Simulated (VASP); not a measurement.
The input files of a VASP run:

### KPOINTS
```
kpoints
0
Gamma
 6 6 3
0 0 0
```

**POSCAR**
```
Ca2H3Br
1
    3.8489290977     0.0000000000     0.0000000000
   -1.9244645488     3.3332701944     0.0000000000
   -0.0000000000    -0.0000000000     6.7463339253
Ca H Br
2 3 1
Direct
  0.6666670000   0.3333330000   0.1862252750
  0.3333330000   0.6666670000   0.8137747250
  0.6666670000   0.3333330000   0.8508773891
  0.3333330000   0.6666670000   0.1491226109
  0.0000000000   0.0000000000   0.0000000000
  0.0000000000   0.0000000000   0.5000000000
```

### INCAR
```
! general
SYSTEM =Ca2H3Br
PREC   =Accurate
ENCUT  =400
LREAL  =.False.
LASPH  =.True.

! electronic loop
EDIFF  =1E-6
NELM   =100
ALGO   =Normal
LMAXMIX=4

! smearing
ISMEAR =0
SIGMA  =0.05

! functional
GGA    =PS

! ions
IBRION =2
NSW    =60
ISIF   =3
EDIFFG =-0.02

! output
LWAVE  =.False.
LCHARG =.False.
```

POTCAR, in this order: Ca_sv H Br (PBE.64 set). Program: vasp_std.

### Question
Write an equivalent input for Quantum ESPRESSO's pw.x.

### Answer
One equivalent input (not run):
```
&CONTROL
  calculation = 'vc-relax'
  pseudo_dir = './pseudo'
  outdir = './out'
  tprnfor = .true.
  tstress = .true.
  nstep = 60
  forc_conv_thr = 0.00078
/
&SYSTEM
  ibrav = 0
  nat = 6
  ntyp = 3
  ecutwfc = 72
  occupations = 'smearing'
  smearing = 'gaussian'
  degauss = 0.003675
  input_dft = 'pbesol'
/
&ELECTRONS
  conv_thr = 7.3e-08
  electron_maxstep = 100
/
&IONS
/
&CELL
/
ATOMIC_SPECIES
  Ca 40.078 Ca.upf
  H 1.008 H.upf
  Br 79.904 Br.upf
CELL_PARAMETERS angstrom
     3.8489291    0.0000000    0.0000000
    -1.9244645    3.3332702    0.0000000
    -0.0000000   -0.0000000    6.7463339
ATOMIC_POSITIONS crystal
  Ca   0.6666670  0.3333330  0.1862253
  Ca   0.3333330  0.6666670  0.8137747
  H    0.6666670  0.3333330  0.8508774
  H    0.3333330  0.6666670  0.1491226
  H    0.0000000  0.0000000  0.0000000
  Br   0.0000000  0.0000000  0.5000000
K_POINTS automatic
  6 6 3 0 0 0
```
The two are equivalent in intent, not identical: the potentials are each code's own (VASP's PAW set, PseudoDojo norm-conserving files in pw.x), so ENCUT and ecutwfc are chosen apart and not converted; conv_thr bounds pw.x's estimated SCF error, while EDIFF bounds the energy change between steps; forc_conv_thr acts on force components and is met together with etot_conv_thr.

The structure comes from a computed database's Ca2H3Br entry (P-3m1); how it stands against other phases isn't given here. This run relaxes it. Symmetry was kept, so distortions that lower it aren't found. The start is the result of an earlier pass.
